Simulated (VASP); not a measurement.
# FeNi (Tetrataenite): accuracy against cost in the k-mesh and SCF threshold, part 2 of 3

Aim: find how far the k-mesh and SCF threshold must be pushed for FeNi (Tetrataenite), and what that costs. The atoms are off their equilibrium sites, so that forces can be compared too. The series runs use LDA. The atoms of the start are displaced at random from the sites of a P4/mmm cell.

VASP 6.6.1; LDA, spin-polarised from a ferromagnetic start; plane waves and PAW (Fe, Ni).

Still holding for the runs below: The magnetic state follows from one typed start and may not be the lowest.

So far. Step 5 (K-mesh: 6 6 4): Against the run before the energy moves by -4.42 meV an atom and the pressure by -1.29 GPa, after 15 cycles in 20 s.

**6. K-mesh: 8 8 6**

Contents of INCAR:

```
SYSTEM = FeNi
PREC = Accurate
ENCUT = 400
EDIFF = 1E-06
NELM = 100
ISMEAR = -1
SIGMA = 0.05
LREAL = .FALSE.
ALGO = Normal
GGA = CA
NBANDS = 19
ISPIN = 2
MAGMOM = 3 1
LASPH = .TRUE.
LMAXMIX = 4
LORBIT = 11
LWAVE = .FALSE.
LCHARG = .FALSE.
KPAR = 2
ISIF = 2
```

Contents of POSCAR:

```
FeNi
1.0
    2.5330000000      0.0000000000      0.0000000000
    0.0000000000      2.5330000000      0.0000000000
    0.0000000000      0.0000000000      3.5820000000
Fe Ni
1 1
Direct
    0.0003430000     -0.0108140000      0.0032510000
    0.5034410000      0.4928870000      0.5119550000
```

Contents of KPOINTS:

```
Automatic mesh
0
Gamma
8 8 6
0 0 0
```

The projector-augmented-wave data sets are Fe and Ni (PBE family, release 64).

On the command line:

```
mpirun -np 2 vasp_std
```

The log of the run:

```text
[... set-up lines as in an earlier step ...]
 entering main loop
       N       E                     dE             d eps       ncg     rms          rms(c)
DAV:   1     0.699299954950E+02    0.69930E+02   -0.70033E+03 16376   0.104E+03
DAV:   2    -0.151650548839E+02   -0.85095E+02   -0.76766E+02 15018   0.200E+02
DAV:   3    -0.183863199810E+02   -0.32213E+01   -0.31153E+01 16343   0.494E+01
DAV:   4    -0.184188409376E+02   -0.32521E-01   -0.32505E-01 17637   0.448E+00
[...]
DAV:  13    -0.157449366489E+02    0.26474E-05   -0.35309E-05 21846   0.121E-01    0.378E-02
DAV:  14    -0.157449379331E+02   -0.12841E-05   -0.13044E-06 10495   0.221E-02    0.170E-02
DAV:  15    -0.157449385745E+02   -0.64145E-06   -0.64748E-07  9664   0.132E-02
   1 F= -.15744939E+02 E0= -.15739660E+02  d E =-.105576E-01  mag=     3.2489
```

Elapsed: 43 s, on 2 MPI ranks of AMD EPYC 7R43, shared host; peak memory 0.33 GiB.

Parts of OUTCAR (step 6):

```text
  Total       -2.7898300     -2.7900714     -2.6853802      0.0004372      0.0061428      0.0050015
  in kB     -194.4877957   -194.5046308   -187.2062735      0.0304764      0.4282321      0.3486707
  external PRESSURE =    -192.0662333 kB  Pullay stress =       0.0000000 kB

 POSITION                                       TOTAL-FORCE (eV/Angst)
 -----------------------------------------------------------------------------------
      0.00087      2.50561      0.01165         0.027974      0.034214      0.196055
      1.27522      1.24848      1.83382        -0.027974     -0.034214     -0.196055
 -----------------------------------------------------------------------------------
    total drift:                                0.000374     -0.000174      0.000141

  FREE ENERGIE OF THE ION-ELECTRON SYSTEM (eV)
  ---------------------------------------------------
  free  energy   TOTEN  =       -15.7449385745 eV

  energy  without entropy=      -15.7343809473  energy(sigma->0) =      -15.73965976

 magnetization (x)
# of ion       s       p       d       tot
------------------------------------------
    1       -0.000  -0.006   2.582   2.576
    2       -0.022  -0.042   0.712   0.648
--------------------------------------------------
tot         -0.022  -0.048   3.294   3.224

[... 1 part as in an earlier step ...]

[... 2 further parts left out ...]
[key lines of the parts left out:]
E-fermi :   6.8560
```

Against the run before the energy moves by -2.01 meV an atom and the pressure by +0.33 GPa, after 15 cycles in 43 s.

**7. K-mesh: 10 10 8**

INCAR is that of step 6.

POSCAR is that of step 6.

Contents of KPOINTS:

```
Automatic mesh
0
Gamma
10 10 8
0 0 0
```

On the command line:

```
mpirun -np 2 vasp_std
```

The log of the run:

```text
[... set-up lines as in an earlier step ...]
 entering main loop
       N       E                     dE             d eps       ncg     rms          rms(c)
DAV:   1     0.701976918597E+02    0.70198E+02   -0.70065E+03 33784   0.104E+03
DAV:   2    -0.151851894503E+02   -0.85383E+02   -0.76999E+02 30974   0.201E+02
DAV:   3    -0.183679211765E+02   -0.31827E+01   -0.30738E+01 33814   0.493E+01
DAV:   4    -0.184002141246E+02   -0.32293E-01   -0.32275E-01 36397   0.447E+00
[...]
DAV:  13    -0.157388821270E+02   -0.23520E-05   -0.40708E-05 44863   0.142E-01    0.394E-02
DAV:  14    -0.157388835797E+02   -0.14527E-05   -0.23097E-06 23692   0.302E-02    0.182E-02
DAV:  15    -0.157388839799E+02   -0.40020E-06   -0.97532E-07 20135   0.164E-02
   1 F= -.15738884E+02 E0= -.15733482E+02  d E =-.108036E-01  mag=     3.2401
```

Run time: 86 s. Hardware: 2 MPI ranks; peak memory 0.49 GiB; 2.8 min of CPU time.

Parts of OUTCAR (step 7):

```text
  Total       -2.7443162     -2.7445912     -2.6954783      0.0003116      0.0061416      0.0050026
  in kB     -191.3148886   -191.3340616   -187.9102446      0.0217205      0.4281521      0.3487503
  external PRESSURE =    -190.1863983 kB  Pullay stress =       0.0000000 kB

 POSITION                                       TOTAL-FORCE (eV/Angst)
 -----------------------------------------------------------------------------------
      0.00087      2.50561      0.01165         0.026154      0.032042      0.196945
      1.27522      1.24848      1.83382        -0.026154     -0.032042     -0.196945
 -----------------------------------------------------------------------------------
    total drift:                                0.000380     -0.000174      0.000128

  FREE ENERGIE OF THE ION-ELECTRON SYSTEM (eV)
  ---------------------------------------------------
  free  energy   TOTEN  =       -15.7388839799 eV

  energy  without entropy=      -15.7280803750  energy(sigma->0) =      -15.73348218

 magnetization (x)
# of ion       s       p       d       tot
------------------------------------------
    1       -0.001  -0.011   2.591   2.579
    2       -0.022  -0.047   0.710   0.641
--------------------------------------------------
tot         -0.023  -0.057   3.301   3.220

[... 1 part as in an earlier step ...]

[... 2 further parts left out ...]
[key lines of the parts left out:]
E-fermi :   6.8990
```

Against the run before the energy moves by +3.09 meV an atom and the pressure by +0.19 GPa, after 15 cycles in 86 s.

**8. K-mesh: 13 13 9**

INCAR is that of step 7.

POSCAR is that of step 7.

Contents of KPOINTS:

```
Automatic mesh
0
Gamma
13 13 9
0 0 0
```

On the command line:

```
mpirun -np 2 vasp_std
```

The log of the run:

```text
[... set-up lines as in an earlier step ...]
 entering main loop
       N       E                     dE             d eps       ncg     rms          rms(c)
DAV:   1     0.704829331330E+02    0.70483E+02   -0.70001E+03 63346   0.104E+03
DAV:   2    -0.151723561310E+02   -0.85655E+02   -0.77382E+02 58298   0.201E+02
DAV:   3    -0.183740031024E+02   -0.32016E+01   -0.30916E+01 63818   0.493E+01
DAV:   4    -0.184063521618E+02   -0.32349E-01   -0.32332E-01 68333   0.447E+00
[...]
DAV:  13    -0.157425753011E+02   -0.66108E-05   -0.24031E-05 79734   0.997E-02    0.353E-02
DAV:  14    -0.157425770070E+02   -0.17059E-05   -0.13929E-06 43273   0.210E-02    0.177E-02
DAV:  15    -0.157425774300E+02   -0.42298E-06   -0.44355E-07 32477   0.139E-02
   1 F= -.15742577E+02 E0= -.15737381E+02  d E =-.103930E-01  mag=     3.1645
```

The job ended after 2.7 min (2 MPI ranks; peak memory 0.79 GiB).

OUTCAR, selected parts (step 8):

```text
  Total       -2.8884670     -2.8887312     -2.6888086      0.0002316      0.0061851      0.0050368
  in kB     -201.3640919   -201.3825084   -187.4452796      0.0161477      0.4311806      0.3511340
  external PRESSURE =    -196.7306266 kB  Pullay stress =       0.0000000 kB

 POSITION                                       TOTAL-FORCE (eV/Angst)
 -----------------------------------------------------------------------------------
      0.00087      2.50561      0.01165         0.026213      0.032111      0.194132
      1.27522      1.24848      1.83382        -0.026213     -0.032111     -0.194132
 -----------------------------------------------------------------------------------
    total drift:                                0.000381     -0.000172      0.000122

  FREE ENERGIE OF THE ION-ELECTRON SYSTEM (eV)
  ---------------------------------------------------
  free  energy   TOTEN  =       -15.7425774300 eV

  energy  without entropy=      -15.7321844080  energy(sigma->0) =      -15.73738092

 magnetization (x)
# of ion       s       p       d       tot
------------------------------------------
    1       -0.002  -0.013   2.548   2.533
    2       -0.023  -0.049   0.687   0.615
--------------------------------------------------
tot         -0.025  -0.062   3.235   3.148

[... 1 part as in an earlier step ...]

[... 2 further parts left out ...]
[key lines of the parts left out:]
E-fermi :   6.8910
```

Against the run before the energy moves by -1.95 meV an atom and the pressure by -0.65 GPa, after 15 cycles in 2.7 min.

**9. K-mesh: 16 16 11**

INCAR is that of step 8.

POSCAR is that of step 8.

Contents of KPOINTS:

```
Automatic mesh
0
Gamma
16 16 11
0 0 0
```

On the command line:

```
mpirun -np 2 vasp_std
```

The log of the run:

```text
[... set-up lines as in an earlier step ...]
 entering main loop
       N       E                     dE             d eps       ncg     rms          rms(c)
DAV:   1     0.696745074644E+02    0.69675E+02   -0.70025E+03118211   0.104E+03
DAV:   2    -0.151822491452E+02   -0.84857E+02   -0.76501E+02107970   0.200E+02
DAV:   3    -0.183723620994E+02   -0.31901E+01   -0.30800E+01118018   0.492E+01
DAV:   4    -0.184047147399E+02   -0.32353E-01   -0.32335E-01126139   0.446E+00
[...]
DAV:  13    -0.157402573792E+02   -0.13011E-04   -0.31207E-05143554   0.114E-01    0.355E-02
DAV:  14    -0.157402599654E+02   -0.25862E-05   -0.20218E-06 88701   0.260E-02    0.177E-02
DAV:  15    -0.157402602874E+02   -0.32202E-06   -0.56445E-07 61774   0.150E-02
   1 F= -.15740260E+02 E0= -.15734210E+02  d E =-.121014E-01  mag=     3.1688
```

Wall time 5 min (2 MPI ranks); peak memory 1.3 GiB; 9.8 min of CPU time.

From OUTCAR (step 9):

```text
  Total       -2.8852958     -2.8855762     -2.6546016      0.0003544      0.0060798      0.0049500
  in kB     -201.1430194   -201.1625668   -185.0606033      0.0247042      0.4238414      0.3450778
  external PRESSURE =    -195.7887298 kB  Pullay stress =       0.0000000 kB

 POSITION                                       TOTAL-FORCE (eV/Angst)
 -----------------------------------------------------------------------------------
      0.00087      2.50561      0.01165         0.026208      0.032105      0.194065
      1.27522      1.24848      1.83382        -0.026208     -0.032105     -0.194065
 -----------------------------------------------------------------------------------
    total drift:                                0.000384     -0.000170      0.000128

  FREE ENERGIE OF THE ION-ELECTRON SYSTEM (eV)
  ---------------------------------------------------
  free  energy   TOTEN  =       -15.7402602874 eV

  energy  without entropy=      -15.7281589134  energy(sigma->0) =      -15.73420960

 magnetization (x)
# of ion       s       p       d       tot
------------------------------------------
    1       -0.002  -0.013   2.553   2.538
    2       -0.023  -0.048   0.684   0.613
--------------------------------------------------
tot         -0.025  -0.061   3.237   3.152

[... 1 part as in an earlier step ...]

[... 2 further parts left out ...]
[key lines of the parts left out:]
E-fermi :   6.8991
```

Against the run before the energy moves by +1.59 meV an atom and the pressure by +0.09 GPa, after 15 cycles in 5 min.

**10. The k-mesh series as a table**

This step: convergence of LDA results with the mesh; plane waves and PAW (VASP 6.6.1).

This step runs nothing: it gathers the runs above.

Differences are taken from the run with 16 16 11. Results of the series, by row:

| setting | status | energy less the reference (meV/atom) | pressure (GPa) | largest force difference (meV/Å) | moment (μB) | SCF cycles | wall time (s) |
| --- | --- | --- | --- | --- | --- | --- | --- |
| 3 3 2 | converged | -4.575 | -15.46 | 27.86 | 3.639 | 16 | 7.6 |
| 4 4 3 | converged | 0.473 | -19.62 | 14.95 | 3.18 | 15 | 9.2 |
| 5 5 3 | converged | 3.7 | -18.25 | 7.185 | 3.304 | 15 | 11.4 |
| 6 6 4 | converged | -0.7191 | -19.54 | 8.34 | 3.233 | 15 | 19.6 |
| 8 8 6 | converged | -2.725 | -19.21 | 2.109 | 3.249 | 15 | 43 |
| 10 10 8 | converged | 0.3637 | -19.02 | 2.88 | 3.24 | 15 | 86 |
| 13 13 9 | converged | -1.586 | -19.67 | 0.067 | 3.164 | 15 | 160 |
| 16 16 11 | converged | 0 | -19.58 | 0 | 3.169 | 15 | 297.1 |

**11. SCF threshold: EDIFF = 0.01**

This step: LDA, spin-polarised from a ferromagnetic start; plane waves and PAW (Fe, Ni) (VASP 6.6.1).

EDIFF stops the electronic loop; forces need it tighter than energies do.

INCAR: that of step 9 with these lines changed.

```diff
@@ -3,3 +3,3 @@
 ENCUT = 400
-EDIFF = 1E-06
+EDIFF = 0.01
 NELM = 100
```

POSCAR is that of step 9.

Contents of KPOINTS:

```
Automatic mesh
0
Gamma
9 9 6
0 0 0
```

On the command line:

```
mpirun -np 2 vasp_std
```

The log of the run:

```text
[... set-up lines as in an earlier step ...]
 entering main loop
       N       E                     dE             d eps       ncg     rms          rms(c)
DAV:   1     0.697206402403E+02    0.69721E+02   -0.70160E+03 20411   0.104E+03
DAV:   2    -0.151998903541E+02   -0.84921E+02   -0.76676E+02 18706   0.200E+02
DAV:   3    -0.183705827353E+02   -0.31707E+01   -0.30612E+01 20250   0.490E+01
DAV:   4    -0.184023690588E+02   -0.31786E-01   -0.31770E-01 22124   0.443E+00
DAV:   5    -0.184030239083E+02   -0.65485E-03   -0.65478E-03 16960   0.650E-01    0.160E+01
DAV:   6    -0.165239808032E+02    0.18790E+01   -0.11615E+01 20102   0.696E+01    0.114E+01
DAV:   7    -0.175320835075E+02   -0.10081E+01   -0.69070E+00 23661   0.642E+01    0.229E+01
DAV:   8    -0.157708591970E+02    0.17612E+01   -0.39228E+00 23966   0.448E+01    0.389E+00
DAV:   9    -0.157530942758E+02    0.17765E-01   -0.11474E-01 25666   0.483E+00    0.173E+00
DAV:  10    -0.157432551472E+02    0.98391E-02   -0.63670E-03 10839   0.171E+00
   1 F= -.15743255E+02 E0= -.15738557E+02  d E =-.939547E-02  mag=     3.1999
```

Run time: 36 s. Hardware: 2 MPI ranks; peak memory 0.36 GiB; 66 s of CPU time.

Parts of OUTCAR (step 11):

```text
   k-points           NKPTS =    244   k-points in BZ     NKDIM =    244   number of bands    NBANDS=     19

   NELECT =      18.0000    total number of electrons

 E-fermi :   6.9448

 spin component 1
 k-point     1 :       0.0000    0.0000    0.0000
  band No.  band energies     occupation
    ...
      7       5.5359      1.00000
      8       5.6277      1.00000
      9       6.3956      0.99998
     10       6.5975      0.99904
     11       6.5980      0.99903
     12       9.2656      0.00000
     13      16.0602      0.00000
     14      21.1632      0.00000
     15      21.1635      0.00000
     16      26.1234      0.00000
    ...

 k-point     2 :       0.1111    0.0000    0.0000
  band No.  band energies     occupation
    ...
      7       5.5451      1.00000
      8       5.5573      1.00000
      9       5.9869      1.00000
     10       6.2524      1.00000
     11       6.5441      0.99967
     12      10.1865      0.00000
     13      16.1189      0.00000
     14      18.7886      0.00000
     15      21.6431      0.00000
     16      27.1178      0.00000
    ...

  Total       -2.2049499     -2.2046587     -1.8691439      0.0005366      0.0062348      0.0052410
  in kB     -153.7139753   -153.6936737   -130.3038824      0.0374099      0.4346502      0.3653650
  external PRESSURE =    -145.9038438 kB  Pullay stress =       0.0000000 kB

 POSITION                                       TOTAL-FORCE (eV/Angst)
 -----------------------------------------------------------------------------------
      0.00087      2.50561      0.01165         0.026059      0.032002      0.188249
      1.27522      1.24848      1.83382        -0.026059     -0.032002     -0.188249
 -----------------------------------------------------------------------------------
    total drift:                                0.000669      0.000056      0.000059

  FREE ENERGIE OF THE ION-ELECTRON SYSTEM (eV)
  ---------------------------------------------------
  free  energy   TOTEN  =       -15.7432551472 eV

  energy  without entropy=      -15.7338596820  energy(sigma->0) =      -15.73855741

 magnetization (x)
# of ion       s       p       d       tot
------------------------------------------
    1       -0.001  -0.012   2.563   2.550
    2       -0.024  -0.046   0.672   0.602
--------------------------------------------------
tot         -0.025  -0.057   3.235   3.152

[... 6 parts as in an earlier step ...]

[... 15 further parts left out ...]
```

The k-mesh is coarse for a metal.

This step gave:

- SCF cycles: 10
- irreducible k-points: 244
- energy at zero smearing: -15.74 eV
- Fermi energy: 6.945 eV
- pressure: -14.59 GPa
- moment of the cell, from the last line of the log: 3.200 μB

The series starts at -7.8693 eV an atom and -14.59 GPa, after 10 cycles in 36 s.

**12. SCF threshold: EDIFF = 0.001**

INCAR: that of step 11 with these lines changed.

```diff
@@ -3,3 +3,3 @@
 ENCUT = 400
-EDIFF = 0.01
+EDIFF = 0.001
 NELM = 100
```

POSCAR is that of step 11.

KPOINTS is that of step 11.

On the command line:

```
mpirun -np 2 vasp_std
```

The log of the run:

```text
[... set-up lines as in an earlier step ...]
 entering main loop
       N       E                     dE             d eps       ncg     rms          rms(c)
[... 4 cycles as in an earlier step ...]
DAV:   5    -0.184031047680E+02   -0.73571E-03   -0.73567E-03 19904   0.650E-01    0.160E+01
DAV:   6    -0.165234375688E+02    0.18797E+01   -0.11602E+01 20102   0.696E+01    0.114E+01
DAV:   7    -0.175316246385E+02   -0.10082E+01   -0.69042E+00 23661   0.642E+01    0.229E+01
DAV:   8    -0.157708577270E+02    0.17608E+01   -0.39213E+00 23966   0.447E+01    0.389E+00
DAV:   9    -0.157531049287E+02    0.17753E-01   -0.11471E-01 26235   0.483E+00    0.173E+00
DAV:  10    -0.157434975943E+02    0.96073E-02   -0.86716E-03 23072   0.172E+00    0.683E-01
DAV:  11    -0.157406169883E+02    0.28806E-02   -0.10032E-03 13018   0.744E-01    0.245E-01
DAV:  12    -0.157405912027E+02    0.25786E-04   -0.83105E-04 10766   0.368E-01
   1 F= -.15740591E+02 E0= -.15735937E+02  d E =-.930800E-02  mag=     3.1715
```

The job ended after 42 s (2 MPI ranks; peak memory 0.35 GiB; 78 s of CPU time).

Parts of OUTCAR (step 12):

```text
  Total       -3.1938085     -3.1940205     -2.8475646      0.0006065      0.0063412      0.0051315
  in kB     -222.6504047   -222.6651837   -198.5126571      0.0422797      0.4420647      0.3577303
  external PRESSURE =    -214.6094152 kB  Pullay stress =       0.0000000 kB

 POSITION                                       TOTAL-FORCE (eV/Angst)
 -----------------------------------------------------------------------------------
      0.00087      2.50561      0.01165         0.026393      0.032312      0.192734
      1.27522      1.24848      1.83382        -0.026393     -0.032312     -0.192734
 -----------------------------------------------------------------------------------
    total drift:                                0.000473     -0.000096     -0.000180

  FREE ENERGIE OF THE ION-ELECTRON SYSTEM (eV)
  ---------------------------------------------------
  free  energy   TOTEN  =       -15.7405912027 eV

  energy  without entropy=      -15.7312831978  energy(sigma->0) =      -15.73593720

 magnetization (x)
# of ion       s       p       d       tot
------------------------------------------
    1       -0.001  -0.011   2.559   2.547
    2       -0.024  -0.046   0.676   0.607
--------------------------------------------------
tot         -0.025  -0.056   3.235   3.154

[... 2 parts as in an earlier step ...]

[... 1 further part left out ...]
[key lines of the parts left out:]
E-fermi :   6.9304
```

Against the run before the energy moves by +1.31 meV an atom and the pressure by -6.87 GPa, after 12 cycles in 42 s.

(Part 2 of 3 ends here.)

[Lines on the potential files, build, host, timing and source positions are cut from VASP's logs without a mark.]

[Logs are printed without paths, hosts, clocks, repeated set-up lines and the standing remarks that a program may print on its own settings, such as how far it seeks lower states.]

[Hosts, paths, dates, database ids (printed as entryN), source tags and the programs' standing remarks are cut or masked in the printed files.]

[A measured line is paired with the nearest computed mode of its activity, which favours agreement.]

[In band tables of VASP the shares of atoms and orbitals are scaled to a sum of 1 inside the atoms' spheres.]
